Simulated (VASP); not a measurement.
Crystal: CdTe.

```xyz
2
Lattice="0.0000 3.3111 3.3111 3.3111 0.0000 3.3111 3.3111 3.3111 0.0000" Properties=species:S:1:pos:R:3 pbc="T T T"
Cd    0.0000    0.0000    0.0000
Te    1.6556    1.6556    1.6556
```

Base run:

- Program: VASP 6.6.1
- Functional: r2SCAN
- Potentials or basis: VASP PAW PBE potentials, release 64 (Cd, Te)
- Cutoff: 520 eV
- k mesh: 8 × 8 × 8
- Occupations: gaussian, width 0.03 eV
- Spin: no spin polarisation

Its results: band gap on the k mesh 1.06 eV, direct; pressure -1.0 GPa.

Question: The run is repeated on the same cell with these changes: functional from r2SCAN to PBE; further incar settings from ALGO = Normal; EDIFF = 1e-06; NBANDS = 16 to ALGO = Fast; EDIFF = 1e-06; NBANDS = 16. What comes out?

Answer: Band gap on the k mesh 0.58 eV, direct; pressure 0.0 GPa.

Caveats: spin-orbit coupling is left out, which moves the levels of the heavy elements; the PAW data sets were made with another functional, which shifts forces and pressure a little (some runs).
